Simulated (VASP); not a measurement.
Data:

```
Mg2Si
1.0
    0.00000     3.16078     3.16078
    3.16078     0.00000     3.16078
    3.16078     3.16078     0.00000
Mg Si
2 1
Direct
  0.25000   0.25000   0.25000
  0.75000   0.75000   0.75000
  0.00000   0.00000   0.00000
```

Level of theory: PBEsol GGA, VASP's PBE PAW potentials (set 64) (plane waves; VASP). Numerical set-up: 400 eV cut-off, 6×6×6 Γ-centred mesh, Gaussian smearing of 0.050 eV, potentials Mg Si.

**Question.** Predict the energy per atom (σ→0), band gap (on the k-mesh) with the smallest direct gap where there is one.

**Answer.** 
```json
{
 "band gap (on the k-mesh)": "0.10 eV",
 "smallest direct gap (on the k-mesh)": "1.89 eV",
 "energy per atom (σ→0)": "-3.217 eV/atom"
}
```

The absolute energy has meaning only against runs of the same code, potentials and settings.

The compound is Mg2Si in the antifluorite structure. It was relaxed first. The start is the result of an earlier pass.
